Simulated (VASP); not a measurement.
Set up this calculation in VASP 6.6.1, as the native input.

```
Task                   : relaxation of cell and atoms
Functional             : RPBE
Potentials or basis    : VASP PAW PBE potentials, release 64 (Zr_sv, B)
Cutoff                 : 600 eV
k mesh                 : 15 × 15 × 10
Occupations            : methfessel-paxton, width 0.1 eV
Spin                   : no spin polarisation
Further INCAR settings : ALGO = Normal; EDIFF = 1e-06; IBRION = 2; EDIFFG = -0.01; NSW = 90; ISIF = 3
```

The structure of ZrB2 lies in POSCAR:

```
ZrB2
1.0
    3.1700000000      0.0000000000      0.0000000000
   -1.5850000000      2.7453005300      0.0000000000
    0.0000000000      0.0000000000      3.5330000000
Zr B
1 2
Direct
    0.0000000000      0.0000000000      0.0000000000
    0.3333333333      0.6666666667      0.5000000000
    0.6666666667      0.3333333333      0.5000000000
```

The input as run:

INCAR

```
PREC = Accurate
ENCUT = 600
EDIFF = 1E-6
ISMEAR = 1
SIGMA = 0.1
LREAL = False
LASPH = True
NELM = 80
ALGO = Normal
ISIF = 3
LWAVE = False
LCHARG = False
GGA = RP
IBRION = 2
NSW = 90
EDIFFG = -0.01
```

KPOINTS

```
Automatic mesh
0
Gamma
  15 15 10
```

Potentials or basis: VASP PAW PBE potentials, release 64 (Zr_sv, B).

Run with:

```sh
$ cat potpaw_PBE.64/Zr_sv/POTCAR potpaw_PBE.64/B/POTCAR > POTCAR
$ mpirun -np 1 vasp_std > vasp.out
```

It gave:

```yaml
Relaxed_volume: 10.44 Å³/atom
Relaxed_cell: a = 3.188 Å, b = 3.188 Å, c = 3.558 Å, α = 90.00°, β = 90.00°, γ = 120.00°
Space_group_after_relaxing_to_0.05_Å: P6/mmm (No. 191)
Energy_gained_by_relaxing: 2.6 meV/atom
Ionic_steps: 4
Pressure_after_relaxing: 0.0 GPa
Band_gap_on_the_k_mesh: none (metal or under the smearing width)
```

Caveat: the PAW data sets were made with another functional, which shifts forces and pressure a little.

It took 2.1 min on 1 thread of Intel(R) Xeon(R) Platinum 8488C (Sapphire Rapids), with other jobs on the host, peak memory 0.23 GiB.
